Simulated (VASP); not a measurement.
Calculation: PBE GGA, VASP's PBE PAW potentials (set 64) (plane waves; VASP 6.6.1).

VASP input:

POSCAR:
```
Ni3Fe
1
    3.6210000000     0.0000000000     0.0000000000
    0.0000000000     3.6210000000     0.0000000000
    0.0000000000     0.0000000000     3.6210000000
Fe Ni
1 3
Direct
  0.0000000000   0.0000000000   0.0000000000
  0.0000000000   0.5000000000   0.5000000000
  0.5000000000   0.0000000000   0.5000000000
  0.5000000000   0.5000000000   0.0000000000
```

### INCAR
```
SYSTEM = Ni3Fe
PREC = Accurate
ENCUT = 400
EDIFF = 1E-6
NELM = 100
ALGO = Normal
LREAL = .FALSE.
LASPH = .TRUE.
ISMEAR = 1
SIGMA = 0.1
GGA = PE
LMAXMIX = 4
ISPIN = 2
MAGMOM = 5.0 2.7 2.7 2.7
LORBIT = 10
LWAVE = .FALSE.
LCHARG = .FALSE.
ISIF = 2
```

File KPOINTS:
```
Automatic
0
Gamma
 8 8 8
```

POTCAR, in this order: Fe Ni (PBE.64 set). Program: vasp_std.

The run wrote:

### OUTCAR
```
 ion  position               nearest neighbor table
   1  0.000  0.000  0.000-   2 2.56   3 2.56   4 2.56   2 2.56   3 2.56   2 2.56   4 2.56   2 2.56
                             3 2.56   4 2.56   3 2.56   4 2.56
   2  0.000  0.500  0.500-   1 2.56   3 2.56   4 2.56   1 2.56   4 2.56   1 2.56   3 2.56   1 2.56
                             3 2.56   4 2.56   4 2.56   3 2.56
   3  0.500  0.000  0.500-   1 2.56   2 2.56   4 2.56   1 2.56   4 2.56   2 2.56   4 2.56   4 2.56
                             1 2.56   2 2.56   1 2.56   2 2.56
   4  0.500  0.500  0.000-   1 2.56   2 2.56   3 2.56   2 2.56   3 2.56   1 2.56   3 2.56   3 2.56
                             1 2.56   2 2.56   2 2.56   1 2.56
  LATTYP: Found a simple cubic cell.
 ALAT       =     3.6210000000
 Subroutine PRICEL returns:
 Original cell was already a primitive cell.
 Subroutine GETGRP returns: Found 48 space group operations
The static configuration has the point symmetry O_h .
The dynamic configuration has the point symmetry O_h .
The overall configuration has the point symmetry O_h .
 Subroutine INISYM returns: Found 48 space group operations
 Subroutine IBZKPT returns following result:
 Found     35 irreducible k-points:

 Following reciprocal coordinates:
            Coordinates               Weight
  0.000000  0.000000  0.000000      1.000000
  0.125000  0.000000  0.000000      6.000000
...
```

OSZICAR:
```
       N       E                     dE             d eps       ncg     rms          rms(c)
DAV:   1     0.221956622878E+03    0.22196E+03   -0.14667E+04  4376   0.148E+03
DAV:   2    -0.138459315165E+02   -0.23580E+03   -0.22125E+03  4206   0.294E+02
DAV:   3    -0.268162335718E+02   -0.12970E+02   -0.12380E+02  4626   0.942E+01
DAV:   4    -0.269808748627E+02   -0.16464E+00   -0.16452E+00  4814   0.112E+01
DAV:   5    -0.269863507729E+02   -0.54759E-02   -0.54757E-02  5922   0.160E+00    0.252E+01
DAV:   6    -0.260652786443E+02    0.92107E+00   -0.28468E+01  4638   0.813E+01    0.151E+01
DAV:   7    -0.267463461672E+02   -0.68107E+00   -0.11400E+01  5132   0.583E+01    0.260E+01
DAV:   8    -0.249587400391E+02    0.17876E+01   -0.37266E+00  5080   0.484E+01    0.647E+00
DAV:   9    -0.249188603561E+02    0.39880E-01   -0.28978E-01  5786   0.793E+00    0.241E+00
DAV:  10    -0.248993515677E+02    0.19509E-01   -0.41794E-02  6424   0.299E+00    0.959E-01
DAV:  11    -0.248956453927E+02    0.37062E-02   -0.13331E-02  6442   0.166E+00    0.618E-01
DAV:  12    -0.248948699296E+02    0.77546E-03   -0.38594E-03  5376   0.132E+00    0.124E-01
DAV:  13    -0.248949085187E+02   -0.38589E-04   -0.69812E-04  6288   0.297E-01    0.762E-02
DAV:  14    -0.248948889702E+02    0.19549E-04   -0.68682E-05  5126   0.165E-01    0.255E-02
DAV:  15    -0.248948903925E+02   -0.14223E-05   -0.80109E-06  5880   0.305E-02    0.113E-02
DAV:  16    -0.248948911534E+02   -0.76089E-06   -0.62119E-07  2608   0.119E-02
   1 F= -.24894891E+02 E0= -.24894277E+02  d E =-.184201E-02  mag=     4.9927
```

OUTCAR:
```
------------------------ aborting loop because EDIFF is reached ----------------------------------------
  FORCE on cell =-STRESS in cart. coord.  units (eV):
  Direction    XX          YY          ZZ          XY          YZ          ZX
  --------------------------------------------------------------------------------------
  Total       -3.2405897     -3.2405897     -3.2405897     -0.0000000     -0.0000000     -0.0000000
  in kB     -109.3576205   -109.3576205   -109.3576205     -0.0000000     -0.0000000     -0.0000000
  external PRESSURE =    -109.3576205 kB  Pullay stress =       0.0000000 kB
  volume of cell :       47.48
      direct lattice vectors                 reciprocal lattice vectors
     3.621000000  0.000000000  0.000000000     0.276166805  0.000000000  0.000000000
     0.000000000  3.621000000  0.000000000     0.000000000  0.276166805  0.000000000
     0.000000000  0.000000000  3.621000000     0.000000000  0.000000000  0.276166805
 POSITION                                       TOTAL-FORCE (eV/Angst)
 -----------------------------------------------------------------------------------
      0.00000      0.00000      0.00000         0.000000      0.000000      0.000000
      0.00000      1.81050      1.81050         0.000000      0.000000      0.000000
      1.81050      0.00000      1.81050         0.000000      0.000000      0.000000
      1.81050      1.81050      0.00000         0.000000      0.000000      0.000000
 -----------------------------------------------------------------------------------
    total drift:                                0.000000     -0.000000     -0.000000
  FREE ENERGIE OF THE ION-ELECTRON SYSTEM (eV)
  ---------------------------------------------------
  free  energy   TOTEN  =       -24.8948911534 eV

  energy  without entropy=      -24.8930491403  energy(sigma->0) =      -24.89427715

 total charge

# of ion       s       p       d       tot
------------------------------------------
    1        0.451   0.454   6.061   6.965
    2        0.479   0.456   8.292   9.227
    3        0.479   0.456   8.292   9.227
    4        0.479   0.456   8.292   9.227
--------------------------------------------------
tot          1.888   1.823  30.936  34.647

 magnetization (x)

# of ion       s       p       d       tot
------------------------------------------
    1        0.014  -0.000   2.984   2.998
    2       -0.015  -0.043   0.742   0.685
    3       -0.015  -0.043   0.742   0.685
    4       -0.015  -0.043   0.742   0.685
--------------------------------------------------
tot         -0.030  -0.129   5.210   5.052
```
(Selected blocks of OUTCAR.)

**OUTCAR**
```
 val. band max:        7.7648484161   @ k =   0.3750   0.3750   0.2500

 cond. band min:       7.7728494227   @ k =   0.5000   0.2500   0.2500


 Fermi energy:         7.7668662509

 spin component 1

 k-point     1 :       0.0000    0.0000    0.0000
  band No.  band energies     occupation
      1      -0.8792      1.00000
      2       2.7944      1.00000
      3       2.7944      1.00000
      4       3.4794      1.00000
      5       3.4794      1.00000
      6       3.4794      1.00000
      7       3.5023      1.00000
      8       5.1798      1.00000
      9       5.1798      1.00000
     10       5.1798      1.00000
     11       6.0806      1.00000
     12       6.0806      1.00000
     13       6.8897      1.00000
     14       6.8897      1.00000
     15       6.9397      1.00000
     16       6.9494      1.00000
     17       6.9494      1.00000
     18       6.9494      1.00000
     19       7.0815      1.00000
     20       7.0815      1.00000
     21       7.0815      1.00000
     22       9.9727      0.00000
     23       9.9727      0.00000
     24       9.9727      0.00000
     25      16.0388      0.00000
     26      16.0388      0.00000
     27      16.4371      0.00000
     28      21.4039      0.00000
     29      21.4039      0.00000
     30      21.4039      0.00000

 k-point     2 :       0.1250    0.0000    0.0000
  band No.  band energies     occupation
      1      -0.6868      1.00000
      2       2.8505      1.00000
      3       2.8784      1.00000
      4       3.5330      1.00000
      5       3.5416      1.00000
      6       3.5416      1.00000
      7       3.5690      1.00000
      8       5.1169      1.00000
      9       5.2255      1.00000
     10       5.2255      1.00000
     11       6.0099      1.00000
     12       6.0995      1.00000
     13       6.6363      1.00000
     14       6.6363      1.00000
     15       6.8100      1.00000
     16       6.8473      1.00000
...
```

The compound is Ni3Fe in the L1_2 structure. The cell was not relaxed at this level. The run is one of a series of settings (MAGMOM = 5.0 2.7 2.7 2.7 against the base run), some of them coarse on purpose.
